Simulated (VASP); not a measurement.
# LiNbP2 (P-6m2) in VASP: relaxation of cell and atoms with PBE

Aim: the relaxation of cell and atoms of LiNbP2 with PBE.

Program: VASP 6.6.1. These are calculated values, not measurements. Logs are shortened: lines on timing, memory, paths and dates and some standing lists are left out, and cuts for length are marked.

## Step 1: The structure

It takes space group P-6m2 (No. 187, hexagonal). Conventional cell: a = 3.625 Å, b = 3.625 Å, c = 5.428 Å, α = 90.00°, β = 90.00°, γ = 120.00°. Li (site symmetry -6m2) is surrounded by 6 P at 2.44 Å and 2 Nb at 2.71 Å. Nb (site symmetry -6m2) has 6 P at 2.55 Å and 2 Li at 2.71 Å as nearest neighbours. P (site symmetry 3m) is surrounded by 3 Li at 2.44 Å and 1 P at 2.51 Å and 3 Nb at 2.55 Å.

The cell was built by a generator and needn't be a form met in nature.

## Step 2: Relaxation of cell and atoms, PBE

INCAR reads:

```
PREC = Accurate
ENCUT = 600
EDIFF = 1E-7
ISMEAR = 0
SIGMA = 0.01
LREAL = F
LASPH = T
NELM = 60
ALGO = Fast
ISIF = 3
LWAVE = F
LCHARG = F
GGA = PE
IBRION = 2
NSW = 100
EDIFFG = -0.01
```

KPOINTS reads:

```
regular mesh
0
Gamma
  12 12 8
```

POSCAR reads:

```
LiNbP2
1.0
    3.6246532199      0.0000000000      0.0000000000
   -1.8123266100      3.1390417684      0.0000000000
    0.0000000000      0.0000000000      5.4278782281
Li Nb P
1 1 2
Direct
    0.0000000000      0.0000000000      0.0000000000
    0.0000000000      0.0000000000      0.5000000000
    0.3333333333      0.6666666667      0.2316690363
    0.3333333333      0.6666666667      0.7683309637
```

Potentials or basis: VASP PAW PBE potentials, release 64 (Li_sv, Nb_sv, P).

On the command line:

```bash
$ cat potpaw_PBE.64/Li_sv/POTCAR potpaw_PBE.64/Nb_sv/POTCAR potpaw_PBE.64/P/POTCAR > POTCAR
$ mpirun -np 1 vasp_std > vasp.out
```

OUTCAR:

```text
PREC = Accurate
   ENCUT = 600
   EDIFF = 1E-7
   ISMEAR = 0
   LREAL = F
   LASPH = T
   NELM = 60
   ISIF = 3
   GGA = PE
   IBRION = 2
   NSW = 100
   EDIFFG = -0.01

 ion  position               nearest neighbor table
   1  0.000  0.000  0.000-   3 2.44   4 2.44   3 2.44   4 2.44   3 2.44   4 2.44   2 2.71   2 2.71

   2  0.000  0.000  0.500-   3 2.55   4 2.55   3 2.55   4 2.55   3 2.55   4 2.55   1 2.71   1 2.71

   3  0.333  0.667  0.232-   1 2.44   1 2.44   1 2.44   4 2.51   2 2.55   2 2.55   2 2.55   4 2.91

   4  0.333  0.667  0.768-   1 2.44   1 2.44   1 2.44   3 2.51   2 2.55   2 2.55   2 2.55   3 2.91

  LATTYP: Found a hexagonal cell.
 ALAT       =     3.6246532199
 C/A-ratio  =     1.4974889731

  Lattice vectors:

 A1 = (   3.6246532199,   0.0000000000,   0.0000000000)
 A2 = (  -1.8123266100,   3.1390417684,   0.0000000000)
 A3 = (   0.0000000000,   0.0000000000,   5.4278782281)

Analysis of symmetry for initial positions (statically):
=====================================================================
 Subroutine PRICEL returns:
 Original cell was already a primitive cell.

 Routine SETGRP: Setting up the symmetry group for a
 hexagonal supercell.

 Subroutine GETGRP returns: Found 12 space group operations
 (whereof 12 operations were pure point group operations)
 out of a pool of 24 trial point group operations.

The static configuration has the point symmetry D_3h.

Analysis of symmetry for dynamics (positions and initial velocities):
=====================================================================
 Subroutine PRICEL returns:
 Original cell was already a primitive cell.

 Routine SETGRP: Setting up the symmetry group for a
 hexagonal supercell.

 Subroutine GETGRP returns: Found 12 space group operations
 (whereof 12 operations were pure point group operations)
 out of a pool of 24 trial point group operations.

The dynamic configuration has the point symmetry D_3h.

 Subroutine INISYM returns: Found 12 space group operations
 (whereof 12 operations are pure point group operations),
 and found     1 'primitive' translations

----------------------------------------------------------------------------------------
[... 144 lines left out ...]
  ext. energy  EPLUGINS =         0.00000000
  ---------------------------------------------------
  free energy    TOTEN  =       -25.60647891 eV

  energy without entropy =      -25.60646051  energy(sigma->0) =      -25.60646971

------------------------ aborting loop EDIFF was not reached (unconverged)  ----------------------------

  FORCE on cell =-STRESS in cart. coord.  units (eV):
  Direction    XX          YY          ZZ          XY          YZ          ZX
  --------------------------------------------------------------------------------------
  -------------------------------------------------------------------------------------
  Total       -0.0933733     -0.0933733      0.0645371      0.0000000     -0.0000000     -0.0000000
  in kB       -2.4223656     -2.4223656      1.6742728      0.0000000     -0.0000000     -0.0000000
  external PRESSURE =      -1.0568195 kB  Pullay stress =       0.0000000 kB
[... 25 lines left out ...]
--------------------------------------- Ionic step        2  -------------------------------------------

 number of electron      25.9999998 magnetization

------------------------ aborting loop EDIFF was not reached (unconverged)  ----------------------------

  FORCE on cell =-STRESS in cart. coord.  units (eV):
  Direction    XX          YY          ZZ          XY          YZ          ZX
  --------------------------------------------------------------------------------------
  -------------------------------------------------------------------------------------
  Total        0.0406555      0.0406555      0.0829671     -0.0000000     -0.0000000      0.0000000
  in kB        1.0562742      1.0562742      2.1555763     -0.0000000     -0.0000000      0.0000000
  external PRESSURE =       1.4227082 kB  Pullay stress =       0.0000000 kB
[... 57 lines left out ...]
  FREE ENERGIE OF THE ION-ELECTRON SYSTEM (eV)
  ---------------------------------------------------
  free  energy   TOTEN  =       -25.6107529448 eV

  energy  without entropy=      -25.6107345223  energy(sigma->0) =      -25.61074373

[... ionic steps 4 to 9 ...]

--------------------------------------- Ionic step       10  -------------------------------------------

 number of electron      25.9999998 magnetization

------------------------ aborting loop because EDIFF is reached ----------------------------------------
[... 71 lines left out ...]
--------------------------------------- Ionic step       12  -------------------------------------------

 number of electron      25.9999998 magnetization

 Free energy of the ion-electron system (eV)
  ---------------------------------------------------
  ext. energy  EPLUGINS =         0.00000000
  ---------------------------------------------------
  free energy    TOTEN  =       -25.61082692 eV

  energy without entropy =      -25.61080848  energy(sigma->0) =      -25.61081770

 E-fermi :   7.9090     XC(G=0): -10.7679

 val. band max:        7.9021372243   @ k =   0.2500   0.2500   0.5000
 cond. band min:       7.9367354299   @ k =   0.2500   0.2500   0.3750
 fundamental gap:      0.0345982057
 Fermi energy:         7.9089754821

 k-point     1 :       0.0000    0.0000    0.0000
  band No.  band energies     occupation
      1     -47.1304      2.00000
      2     -37.4930      2.00000
      3     -23.1966      2.00000
      4     -23.1966      2.00000
      5     -23.1822      2.00000
      6      -4.7830      2.00000
[... 457 lines left out ...]
      4     -23.2267      2.00000
      5     -23.1579      2.00000
      6      -3.8644      2.00000
[... 9 lines left out ...]
     16      10.0578      0.00000
     17      12.5476      0.00000

 [... further k-points ...]

------------------------ aborting loop because EDIFF is reached ----------------------------------------

  FORCE on cell =-STRESS in cart. coord.  units (eV):
  Direction    XX          YY          ZZ          XY          YZ          ZX
  --------------------------------------------------------------------------------------
  -------------------------------------------------------------------------------------
  Total       -0.0164962     -0.0164962     -0.0002849      0.0000000      0.0000000      0.0000000
  in kB       -0.4277328     -0.4277328     -0.0073883      0.0000000      0.0000000      0.0000000
  external PRESSURE =      -0.2876180 kB  Pullay stress =       0.0000000 kB
[... 19 lines left out ...]
  FREE ENERGIE OF THE ION-ELECTRON SYSTEM (eV)
  ---------------------------------------------------
  free  energy   TOTEN  =       -25.6108269164 eV

  energy  without entropy=      -25.6108084805  energy(sigma->0) =      -25.61081770

 reached required accuracy - stopping structural energy minimisation
```

OSZICAR:

```text
N       E                     dE             d eps       ncg     rms          rms(c)
DAV:   1     0.210433065614E+03    0.21043E+03   -0.13753E+04  3230   0.164E+03
DAV:   2    -0.108583087304E+02   -0.22129E+03   -0.21844E+03  4156   0.468E+02
DAV:   3    -0.266994533469E+02   -0.15841E+02   -0.15626E+02  6204   0.904E+01
[... 209 lines left out ...]
RMM:   4    -0.256108274553E+02    0.16493E-05   -0.17798E-05  4513   0.362E-02    0.638E-03
RMM:   5    -0.256108273617E+02    0.93567E-07   -0.60123E-06  4673   0.187E-02    0.244E-03
RMM:   6    -0.256108272068E+02    0.15496E-06   -0.17536E-06  3987   0.120E-02    0.169E-03
RMM:   7    -0.256108270137E+02    0.19307E-06   -0.79555E-07  3526   0.885E-03    0.498E-04
RMM:   8    -0.256108269164E+02    0.97275E-07   -0.51300E-07  3352   0.838E-03
  12 F= -.25610827E+02 E0= -.25610818E+02  d E =-.307592E-04
```

CONTCAR:

```text
LiNbP2
   1.00000000000000
     3.6222520887976994    0.0000000000000384   -0.0000000000000000
    -1.8111260444487833    3.1369623278674572   -0.0000000000000000
     0.0000000000000000   -0.0000000000000000    5.4379261064650404
  Li              Nb              P
     1     1     2
Direct
     0.0000000000000000    0.0000000000000000    0.0000000000000000
     0.0000000000000000    0.0000000000000000    0.5000000000000000
     0.3333333332999970    0.6666666667000030    0.2318581457649989
     0.3333333332999970    0.6666666667000030    0.7681418542350010

  0.00000000E+00  0.00000000E+00  0.00000000E+00
  0.00000000E+00  0.00000000E+00  0.00000000E+00
  0.00000000E+00  0.00000000E+00  0.00000000E+00
  0.00000000E+00  0.00000000E+00  0.00000000E+00
```

Wall time 13 min (1 thread of Intel Xeon 6975P-C (Granite Rapids), shared host); peak memory 0.31 GiB.

What came out:

```
Free energy                            : -25.6108 eV
Relaxed volume                         : 15.45 Å³/atom
Relaxed cell                           : a = 3.622 Å, b = 3.622 Å, c = 5.438 Å, α = 90.00°, β = 90.00°, γ = 120.00°
Space group after relaxing (to 0.05 Å) : P-6m2 (No. 187)
Energy gained by relaxing              : 1.1 meV/atom
Ionic steps                            : 12
Pressure after relaxing                : 0.0 GPa
Largest force after relaxing           : 0.005 eV/Å
Band gap on the k mesh                 : none (metal or under the smearing width)
```

Forces on the atoms (eV/Å):
```
Li   0.000  0.000  0.000
Nb   0.000  0.000  0.000
P    0.000  0.000  0.005
P    0.000  0.000 -0.005
```

Step by step:
| step | energy change (eV) | largest force (eV/Å) | pressure (GPa) | volume (Å³) |
| --- | --- | --- | --- | --- |
| 1 | 0.0000 | 0.0107 | -0.11 | 61.76 |
| 2 | -0.0043 | 0.0048 | 0.14 | 61.67 |
| 3 | -0.0043 | 0.0055 | 0.15 | 61.67 |
| 4 | -0.0043 | 0.0055 | 0.14 | 61.68 |
| 5 | -0.0043 | 0.0211 | -0.01 | 61.75 |
| 6 | -0.0043 | 0.0159 | 0.02 | 61.73 |
| 7 | -0.0043 | 0.0153 | 0.02 | 61.72 |
| 8 | -0.0043 | 0.0107 | 0.08 | 61.70 |
| 9 | -0.0043 | 0.0154 | 0.04 | 61.72 |
| 10 | -0.0043 | 0.0156 | 0.04 | 61.72 |
| 11 | -0.0043 | 0.0108 | 0.01 | 61.75 |
| 12 | -0.0043 | 0.0053 | -0.03 | 61.79 |

Final structure:
```
Li Nb P
1.0
     3.62225    0.00000    0.00000
    -1.81113    3.13696    0.00000
     0.00000    0.00000    5.43793
Li Nb P
1 1 2
Direct
  0.00000 0.00000 0.00000
  0.00000 0.00000 0.50000
  0.33333 0.66667 0.23186
  0.33333 0.66667 0.76814
```

Levels at points of the mesh, in eV from the Fermi level:
| k point | band 9 | band 10 | band 11 | band 12 | band 13 | band 14 | band 15 | band 16 | band 17 |
| --- | --- | --- | --- | --- | --- | --- | --- | --- | --- |
| (0.00, 0.00, 0.00) | -2.82 | -2.82 | -1.21 | -1.21 | 0.04 | 1.82 | 1.82 | 3.25 | 3.25 |
| (0.50, 0.00, 0.00) | -5.11 | -3.10 | -2.44 | -2.19 | -0.93 | 1.70 | 2.13 | 2.28 | 2.90 |
| (0.00, 0.00, 0.50) | -2.49 | -2.49 | -2.10 | -1.89 | -1.89 | 1.94 | 1.94 | 3.24 | 3.95 |
| (0.50, 0.00, 0.50) | -4.61 | -3.28 | -2.84 | -2.24 | -0.84 | 0.96 | 2.13 | 2.30 | 2.88 |

Caveat: the cutoff is under 1.25 times the usual one of these potentials, so pressure, stress and relaxed cells hold a basis-set (Pulay) error.
